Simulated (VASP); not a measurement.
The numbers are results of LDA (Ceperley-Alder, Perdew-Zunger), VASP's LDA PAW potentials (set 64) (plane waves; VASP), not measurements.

VASP input:

**KPOINTS**
```
k-points along high-symmetry lines
10
Line-mode
Reciprocal
  0.000000   0.000000   0.000000 ! GAMMA
  0.500000  -0.000000   0.000000 ! M

  0.500000  -0.000000   0.000000 ! M
  0.333333   0.333333   0.000000 ! K

  0.333333   0.333333   0.000000 ! K
  0.000000   0.000000   0.000000 ! GAMMA

  0.000000   0.000000   0.000000 ! GAMMA
  0.000000   0.000000   0.500000 ! A

  0.000000   0.000000   0.500000 ! A
  0.500000  -0.000000   0.500000 ! L

  0.500000  -0.000000   0.500000 ! L
  0.333333   0.333333   0.500000 ! H

  0.333333   0.333333   0.500000 ! H
  0.000000   0.000000   0.500000 ! A

  0.500000  -0.000000   0.500000 ! L
  0.500000  -0.000000   0.000000 ! M

  0.333333   0.333333   0.500000 ! H
  0.333333   0.333333   0.000000 ! K
```

INCAR:
```
LORBIT=11
SYSTEM=SnSe2
SIGMA=0.05   ! width (eV)
NELM=100   ! most electronic steps
EDIFF=1E-7   ! SCF stop (eV)
ENCUT=400
LMAXMIX=4
ICHARG=11
ALGO=Normal   ! blocked Davidson
PREC=Accurate
LASPH=.TRUE.
LWAVE=.FALSE.
LREAL=.FALSE.
LCHARG=.FALSE.
ISMEAR=0
```

POSCAR:
```
SnSe2
1
    1.9037372513    -3.2973698545     0.0000000000
    1.9037372513     3.2973698545    -0.0000000000
    0.0000000000     0.0000000000     5.8835584155
Sn Se
1 2
Direct
  1.0000000000   0.0000000000   0.0000000000
  0.3333330000   0.6666670000   0.2681258324
  0.6666670000   0.3333330000   0.7318741676
```

POTCAR, in this order: Sn_d Se (LDA.64 set). Program: vasp_std. Read from the step before: CHGCAR.

Output

### OUTCAR
```
 ion  position               nearest neighbor table
   1  0.000  0.000  0.000-   2 2.71   3 2.71   3 2.71   2 2.71   3 2.71   2 2.71
   2  0.333  0.667  0.268-   1 2.71   1 2.71   1 2.71
   3  0.667  0.333  0.732-   1 2.71   1 2.71   1 2.71
  LATTYP: Found a hexagonal cell.
 ALAT       =     3.8074746853
 C/A-ratio  =     1.5452652747
 Subroutine PRICEL returns:
 Original cell was already a primitive cell.
 Subroutine GETGRP returns: Found 12 space group operations
The static configuration has the point symmetry D_3d.
The dynamic configuration has the point symmetry D_3d.
 Subroutine INISYM returns: Found 12 space group operations
   k-points           NKPTS =     90   k-points in BZ     NKDIM =     90   number of bands    NBANDS=     17
   number of dos      NEDOS =    301   number of ions     NIONS =      3
   total plane-waves  NPLWV =  31360
   dimension x,y,z NGX =    28 NGY =   28 NGZ =   40
   dimension x,y,z NGXF=    56 NGYF=   56 NGZF=   80
   ions per type =               1   2
   PREC   = accura    normal or accurate (medium, high low for compatibility)
   ISTART =      0    job   : 0-new  1-cont  2-samecut
   ICHARG =     11    charge: 1-file 2-atom 10-const
   ISPIN  =      1    spin polarized calculation?
   LNONCOLLINEAR =      F non collinear calculations
   LSORBIT =      F    spin-orbit coupling
   INIWAV =      1    electr: 0-lowe 1-rand  2-diag
   ENCUT  =  400.0 eV  29.40 Ry    5.42 a.u.   6.21  6.21  9.59*2*pi/ulx,y,z
   NELM   =    100;   NELMIN=  2; NELMDL= -5     # of ELM steps
   EDIFF  = 0.1E-06   stopping-criterion for ELM
   LREAL  =      F    real-space projection
   NLSPLINE    = F    spline interpolate recip. space projectors
   LMAXMIX     =    4 max onsite mixed and CHGCAR
   VOSKOWN=      0    Vosko Wilk Nusair interpolation
   EDIFFG = 0.1E-05   stopping-criterion for IOM
   NSW    =      0    number of steps for IOM
   NBLOCK =      1;   KBLOCK =      1    inner block; outer block
   IBRION =     -1    ionic relax: 0-MD 1-quasi-New 2-CG
   NFREE  =      0    steps in history (QN), initial steepest desc. (CG)
   ISIF   =      2    stress and relaxation
   ISYM   =      2    0-nonsym 1-usesym 2-fastsym
...
```

### OSZICAR
```
       N       E                     dE             d eps       ncg     rms          rms(c)
DAV:   1     0.174063293390E+03    0.17406E+03   -0.10863E+04  3097   0.151E+03
DAV:   2     0.507626291710E+01   -0.16899E+03   -0.16607E+03  3411   0.357E+02
DAV:   3    -0.121017045421E+02   -0.17178E+02   -0.16611E+02  3760   0.111E+02
DAV:   4    -0.126662025491E+02   -0.56450E+00   -0.56317E+00  3773   0.207E+01
DAV:   5    -0.126804089863E+02   -0.14206E-01   -0.14200E-01  4374   0.326E+00
DAV:   6    -0.126806430722E+02   -0.23409E-03   -0.23408E-03  4049   0.334E-01
DAV:   7    -0.126806475660E+02   -0.44937E-05   -0.44942E-05  4539   0.471E-02
DAV:   8    -0.126806476115E+02   -0.45554E-07   -0.45574E-07  3923   0.457E-03
   1 F= -.12680648E+02 E0= -.12680647E+02  d E =-.745142E-06
```

### OUTCAR
```
 val. band max:        4.8930377583   @ k =   0.0741   0.0741   0.0000

 cond. band min:       5.1526910330   @ k =   0.5000   0.0000   0.3333



 k-point     1 :       0.0000    0.0000    0.0000
  band No.  band energies     occupation
      1     -16.5664      2.00000
      2     -16.5664      2.00000
      3     -16.5255      2.00000
      4     -16.5124      2.00000
      5     -16.5124      2.00000
      6      -9.4282      2.00000
      7      -7.5574      2.00000
      8      -1.9286      2.00000
      9       4.0120      2.00000
     10       4.0120      2.00000
     11       4.1731      2.00000
     12       4.1731      2.00000
     13       4.7511      2.00000
     14       5.4038      0.00000
     15       7.5586      0.00000
     16       9.2201      0.00000
     17       9.2201      0.00000

 k-point     2 :       0.0556    0.0000    0.0000
  band No.  band energies     occupation
      1     -16.5678      2.00000
      2     -16.5652      2.00000
      3     -16.5246      2.00000
      4     -16.5133      2.00000
      5     -16.5123      2.00000
      6      -9.3972      2.00000
      7      -7.5378      2.00000
      8      -1.9133      2.00000
      9       3.4737      2.00000
     10       3.7801      2.00000
     11       4.0091      2.00000
     12       4.3416      2.00000
     13       4.8228      2.00000
     14       5.8001      0.00000
     15       7.7557      0.00000
     16       9.0720      0.00000
     17       9.2687      0.00000

 k-point     3 :       0.1111    0.0000    0.0000
  band No.  band energies     occupation
      1     -16.5720      2.00000
      2     -16.5618      2.00000
      3     -16.5221      2.00000
      4     -16.5153      2.00000
      5     -16.5117      2.00000
      6      -9.3051      2.00000
      7      -7.4815      2.00000
      8      -1.8729      2.00000
      9       2.6511      2.00000
     10       3.4498      2.00000
     11       3.5225      2.00000
     12       4.4926      2.00000
...
```

The density is held fixed in this step, so its total energy and stress have no physical meaning. Unless said otherwise, spin-orbit coupling is left out, though it shifts the bands of the heavy elements here.

The compound is SnSe2 in the 1T layered structure. It was relaxed first.
